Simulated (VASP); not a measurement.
Given:

```yaml
crystal:
  lattice:
    - [3.18024, 0.00000, 0.00000]
    - [-1.59012, 2.75417, 0.00000]
    - [0.00000, 0.00000, 5.27591]
  atoms:
    - { symbol: B, position: [0.33333, 0.66667, 0.00045] }
    - { symbol: B, position: [0.66667, 0.33333, 0.50045] }
    - { symbol: P, position: [0.33333, 0.66667, 0.37455] }
    - { symbol: P, position: [0.66667, 0.33333, 0.87455] }
```

All values below come from PBEsol GGA, VASP's PBE PAW potentials (set 64) (plane waves; VASP). Settings: 520 eV cut-off, 11×11×6 Γ-centred mesh, tetrahedra with Blöchl corrections, potentials B P.

Task: The job: BP (relaxed from the wurtzite structure, space group P6_3mc), 4 atoms, PBEsol, static run, 520 eV, 11×11×6 Γ-centred mesh. Roughly how much core time does it take on a busy server core?

Result: About 20 core-seconds (one run on a shared machine, a rough figure). It had 64 irreducible k-points, 12 bands, up to 1266 plane waves and 14 electronic steps.

The structure was generated: BP was put into the wurtzite type (P6_3mc), which need not be its known phase. It was relaxed first, which changed the volume by +8 %.
